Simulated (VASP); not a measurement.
An input for Ansatz (written as the equivalent of a VASP run, and not itself run):

Ansatz 0.2 input:
```yaml
crystal:
  lattice:
    - [-2.7524950, 2.7524950, 5.4243240]
    - [2.7524950, -2.7524950, 5.4243240]
    - [2.7524950, 2.7524950, -5.4243240]
  atoms:
    - { symbol: Cd, position: [0.7500000, 0.2500000, 0.5000000] }
    - { symbol: Cd, position: [0.0000000, 0.0000000, 0.0000000] }
    - { symbol: Si, position: [0.2500000, 0.7500000, 0.5000000] }
    - { symbol: Si, position: [0.5000000, 0.5000000, 0.0000000] }
    - { symbol: P, position: [0.1324000, 0.1250000, 0.5074000] }
    - { symbol: P, position: [0.6176000, 0.6250000, 0.4926000] }
    - { symbol: P, position: [0.3750000, 0.8676000, 0.9926000] }
    - { symbol: P, position: [0.8750000, 0.3824000, 0.0074000] }
kpoints:
  mp_grid: { grid: [5, 5, 5] }
hamiltonian:
  xc: pbe
  pseudopotentials: { kind: paw }
scf:
  occupations: { method: gaussian, width: 0.136 }
  max_iter: 100
output: { forces: true, stress: true, eigenvalues: true }
```

Q: Translate this input to VASP (INCAR, KPOINTS, POSCAR, choice of POTCAR).

A: Several could match; the one computed here: 
### POSCAR
```
CdSiP2
1
   -2.7524950000     2.7524950000     5.4243240000
    2.7524950000    -2.7524950000     5.4243240000
    2.7524950000     2.7524950000    -5.4243240000
Cd Si P
2 2 4
Direct
  0.7500000000   0.2500000000   0.5000000000
  0.0000000000   0.0000000000   0.0000000000
  0.2500000000   0.7500000000   0.5000000000
  0.5000000000   0.5000000000   0.0000000000
  0.1324000000   0.1250000000   0.5074000000
  0.6176000000   0.6250000000   0.4926000000
  0.3750000000   0.8676000000   0.9926000000
  0.8750000000   0.3824000000   0.0074000000
```

### INCAR
```
! general
SYSTEM  = CdSiP2
PREC    = Accurate
ENCUT   = 300
LREAL   = .FALSE.
LASPH   = .TRUE.   ! aspherical one-centre terms

! electronic loop
EDIFF   = 1E-6
NELM    = 100
ALGO    = Normal   ! blocked Davidson
LMAXMIX = 4

! smearing
ISMEAR  = 0   ! Gaussian
SIGMA   = 0.136   ! width (eV)

! functional
GGA     = PE   ! PBE

! ions
ISIF    = 2

! output
LWAVE   = .FALSE.
LCHARG  = .FALSE.
```

**KPOINTS**
```
Automatic mesh
0
Gamma
5 5 5
0 0 0
```

POTCAR, in this order: Cd Si P (PBE.64 set). Program: vasp_std.

Limits of the translation: each code has its own PAW files, so the cut-off isn't converted (ENCUT is set for VASP's; basis.ecutwfc is left out, and Ansatz then takes the one that its files recommend); Ansatz stops its SCF on the density residual and VASP on the energy change (EDIFF).

The structure was generated: CdSiP2 was put into an ordered model structure, which need not be its known phase. The cell was not relaxed at this level.
